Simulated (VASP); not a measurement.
A run of VASP 6.6.1 is set up as follows.

File POSCAR:

```
Ce
1.0
    0.0000000000      2.3362145984      2.3362145984
    2.3362145984      0.0000000000      2.3362145984
    2.3362145984      2.3362145984      0.0000000000
Ce
1
Direct
    0.0000000000      0.0000000000      0.0000000000
```

Contents of INCAR.step1:

```
SYSTEM = Ce
PREC = Accurate
ENCUT = 520
ISMEAR = -1
SIGMA = 0.08
LREAL = .FALSE.
LASPH = .TRUE.
NELM = 100
NBANDS = 12
GGA = PE
ALGO = Normal
EDIFF = 1E-4
LWAVE = .TRUE.
LCHARG = .FALSE.
```

The input INCAR.step2:

```
SYSTEM = Ce
PREC = Accurate
ENCUT = 520
EDIFF = 1E-7
ISMEAR = -1
SIGMA = 0.08
LREAL = .FALSE.
LASPH = .TRUE.
NELM = 100
ALGO = Normal
ISIF = 2
LWAVE = .FALSE.
LCHARG = .FALSE.
METAGGA = R2SCAN
LMIXTAU = .TRUE.
NBANDS = 12
ISTART = 1
```

The input KPOINTS:

```
Automatic mesh
0
G
  15 15 15
  0 0 0
```

Potentials or basis: VASP PAW PBE potentials, release 64 (Ce).

Run with:

```console
$ cat potpaw_PBE.64/Ce/POTCAR > POTCAR
$ cp INCAR.step1 INCAR
$ mpirun -np 1 vasp_std > vasp.out
$ cp INCAR.step2 INCAR
$ mpirun -np 1 vasp_std > vasp.out
```

Task: Estimate the band gap on the k mesh.

Result: None (metal or under the smearing width).

Task: Estimate the pressure.

Result: -0.4 GPa.

Caveat: the PAW data sets were made with another functional, which shifts forces and pressure a little. Spin-orbit coupling is left out, which matters for the levels of Ce.
